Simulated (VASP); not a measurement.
```
CELL_PARAMETERS angstrom
      2.89165     0.00000     0.00000
     -1.44582     2.50424     0.00000
      0.00000     0.00000    16.35107
ATOMIC_POSITIONS crystal
  N  0.00000 0.00000 0.50000
  Ta 0.33333 0.66667 0.57189
  Ta 0.66667 0.33333 0.42811
```

Method: PBE GGA, VASP's PBE PAW potentials (set 64) (plane waves; VASP). Settings: 400 eV cut-off, 9×9×1 Γ-centred mesh, first-order Methfessel-Paxton smearing of 0.27 eV, potentials N Ta_pv.

The cell holds a wide vacuum, so values per volume refer to the whole cell. Unless said otherwise, spin-orbit coupling is left out, though it shifts the bands of the heavy elements here.

### Question
What does the run give for the energy per atom (σ→0), largest force, band gap (on the k-mesh) with the smallest direct gap where there is one?

### Answer

```json
{
 "band gap (on the k-mesh)": "none (metal, semimetal or under 0.01 eV)",
 "energy per atom (σ→0)": "-10.132 eV/atom",
 "largest_force": "2.897 eV/Å"
}
```

The absolute energy has meaning only against runs of the same code, potentials and settings.

The cell is a sheet with vacuum, built from a generated structure.
